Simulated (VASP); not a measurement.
Calculation: PBEsol GGA, VASP's PBE PAW potentials (set 64) (plane waves; VASP).

VASP input:

### INCAR
```
SYSTEM = BBi
PREC = Accurate; ENCUT = 520; LREAL = F
LASPH = T
EDIFF = 1E-6; NELM = 100; ALGO = Normal
LMAXMIX = 4
ISMEAR = 0; SIGMA = 0.05
GGA = PS
IBRION = 2; NSW = 60; ISIF = 3
EDIFFG = -0.01
LWAVE = F; LCHARG = F
```

File POSCAR:
```
BBi
1
    3.7885600000     0.0000000000     0.0000000000
   -1.8942800000     3.2809890000     0.0000000000
    0.0000000000     0.0000000000     6.1874400000
B Bi
2 2
Direct
  0.3333330000   0.6666670000   0.0000000000
  0.6666670000   0.3333330000   0.5000000000
  0.3333330000   0.6666670000   0.3750000000
  0.6666670000   0.3333330000   0.8750000000
```

KPOINTS:
```
kpoints
0
G
  7 7 4
0 0 0
```

POTCAR, in this order: B Bi_d (PBE.64 set). Program: vasp_std.

Energy and stress use the plane-wave basis of the starting cell.

Predict the energy per atom (σ→0), volume per atom.

| Item | Result |
|---|---|
| energy per atom (σ→0) | -4.872 eV/atom |
| volume per atom | 20.22 Å³/atom |

File OSZICAR:
```
...
   6 F= -.19487912E+02 E0= -.19487826E+02  d E =-.159531E-03
       N       E                     dE             d eps       ncg     rms          rms(c)
DAV:   1    -0.194886460189E+02   -0.73376E-03   -0.23277E-02  1312   0.196E+00    0.130E-01
DAV:   2    -0.194881183546E+02    0.52766E-03   -0.14476E-03  1300   0.576E-01    0.642E-02
DAV:   3    -0.194879526394E+02    0.16572E-03   -0.60019E-04  1418   0.367E-01    0.123E-02
DAV:   4    -0.194879526692E+02   -0.29835E-07   -0.87945E-05  1298   0.985E-02    0.487E-03
DAV:   5    -0.194879521285E+02    0.54070E-06   -0.59755E-06  1186   0.292E-02
   7 F= -.19487952E+02 E0= -.19487877E+02  d E =-.398673E-04
```

The structure was generated: BBi was put into the wurtzite type (P6_3mc), which need not be its known phase. This run relaxes it. Symmetry was kept, so distortions that lower it aren't found.
